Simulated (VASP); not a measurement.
Here is the system:

```xyz
5
Lattice="3.9399 0.0000 0.0000 0.0000 3.9399 0.0000 0.0000 0.0000 3.9964" Properties=species:S:1:pos:R:3 pbc="T T T"
Ba     1.9700     1.9700     2.3165
Ti     0.0000     0.0000     0.3703
O      3.9399     1.9700     0.2601
O      1.9700     0.0000     0.2601
O      0.0000     0.0000     2.2282
```

Computed with LDA (Ceperley-Alder, Perdew-Zunger), VASP's LDA PAW potentials (set 64) (plane waves; VASP 6.6.1). Run with 520 eV cut-off, Gaussian smearing of 0.050 eV, potentials Ba_sv Ti_sv O.

Unless said otherwise, spin-orbit coupling is left out, though it shifts the bands of the heavy elements here.

Task: Give the energies of bands 12 to 23 at the high-symmetry points, in eV from the valence-band maximum.

Result: 
```tsv
band	Γ	X	M	Z	R	A
12	-2.36	-4.17	-4.49	-4.16	-4.45	-4.62
13	-2.33	-2.95	-4.35	-2.93	-4.34	-4.00
14	-2.33	-2.95	-4.02	-2.93	-3.99	-3.97
15	-1.37	-2.37	-2.99	-2.14	-3.03	-2.50
16	-1.37	-2.11	-2.99	-2.06	-2.89	-2.45
17	-1.26	-1.96	-1.80	-2.02	-1.75	-2.45
18	-0.34	-1.81	-0.95	-2.02	-0.93	-0.14
19	-0.31	-1.04	-0.95	-0.72	-0.91	-0.14
20	-0.31	-0.91	-0.09	-0.72	-0.23	0.00
21	1.75	2.17	3.72	1.93	3.67	4.35
22	2.02	3.66	3.72	3.66	3.68	4.35
23	2.02	3.70	4.11	3.66	4.05	4.39
```

The gap is indirect, 1.75 eV, from the valence maximum at A to the conduction minimum at Γ.

The structure comes from a computed database's BaTiO3 entry (P4mm); how it stands against other phases isn't given here. It was relaxed first, which changed the volume by -5 %.
